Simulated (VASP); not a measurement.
```
CELL_PARAMETERS angstrom
      3.90294     0.00000     0.00000
     -1.95147     3.38004     0.00000
      0.00000     0.00000     6.85353
ATOMIC_POSITIONS crystal
  Ca 0.67656 0.33846 0.18471
  Ca 0.33980 0.67080 0.81487
  H  0.65430 0.32589 0.85108
  H  0.32767 0.66617 0.15000
  H  0.99972 0.99906 0.99772
  Br 0.00194 0.99962 0.50162
```

Calculation: PBEsol GGA, VASP's PBE PAW potentials (set 64) (plane waves; VASP 6.6.1). Run with 300 eV cut-off, 6×6×3 Γ-centred mesh, Fermi-Dirac smearing of 0.010 eV, potentials Ca_sv H Br.

At this cut-off the stress carries a Pulay error, which pulls relaxed volumes low.

Problem. Which forces act on the atoms, in eV/Å?

Solution. 
```
atom      Fx      Fy      Fz
----  ------  ------  ------
Ca1   -0.140  -0.065   0.065
Ca2   -0.099  -0.086  -0.047
H3     0.147   0.114   0.032
H4     0.144   0.048  -0.041
H5    -0.052  -0.023   0.033
Br6    0.000   0.011  -0.042
```

Problem. Give the stress tensor in GPa (positive for a compressed cell).

Solution. 
```
-2.34   0.09  -0.05
 0.09  -2.37  -0.03
-0.05  -0.03  -2.51
```
The pressure is its mean diagonal, -2.41 GPa.

The structure comes from a computed database's Ca2H3Br entry; how it stands against other phases isn't given here. The cell was not relaxed at this level, atoms are displaced from their ideal sites.
